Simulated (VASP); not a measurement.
Data:

```
CELL_PARAMETERS angstrom
      2.50565     0.00000     0.00000
     -1.25282     2.16996     0.00000
      0.00000     0.00000     6.89830
ATOMIC_POSITIONS crystal
  B  0.33333 0.66667 0.25000
  B  0.66667 0.33333 0.75000
  N  0.66667 0.33333 0.25000
  N  0.33333 0.66667 0.75000
```

Method: PBEsol GGA, VASP's PBE PAW potentials (set 64) (plane waves; VASP 6.6.1). Numerical set-up: 520 eV cut-off, Gaussian smearing of 0.050 eV, potentials B N.

Without a dispersion term in the relaxation, distances and binding between the weakly bound layers, chains or molecules are unreliable, and so is what depends on them.

Problem. Give the energies of bands 3 to 11 at the high-symmetry points, in eV from the valence-band maximum.

Solution. 
| band | Γ | M | K | A | L | H |
|---|---|---|---|---|---|---|
| 3 | -6.14 | -8.92 | -8.01 | -5.33 | -8.90 | -7.95 |
| 4 | -4.33 | -8.88 | -7.89 | -5.33 | -8.90 | -7.95 |
| 5 | -1.33 | -4.15 | -7.14 | -1.32 | -4.12 | -7.14 |
| 6 | -1.33 | -4.10 | -7.14 | -1.32 | -4.12 | -7.14 |
| 7 | -1.30 | -1.37 | -0.07 | -1.32 | -0.94 | -0.02 |
| 8 | -1.30 | -0.53 | -0.07 | -1.32 | -0.94 | -0.02 |
| 9 | 4.83 | 4.21 | 4.72 | 7.02 | 4.64 | 4.57 |
| 10 | 9.70 | 5.41 | 4.72 | 7.02 | 4.64 | 4.57 |
| 11 | 11.48 | 9.38 | 10.63 | 11.53 | 9.79 | 11.75 |

The gap is indirect, 4.21 eV, from the valence maximum at M-K at 0.89 to the conduction minimum at M.

The structure was generated: BN was put into the layered h-BN type type (P6_3/mmc), which need not be its known phase. It was relaxed first.
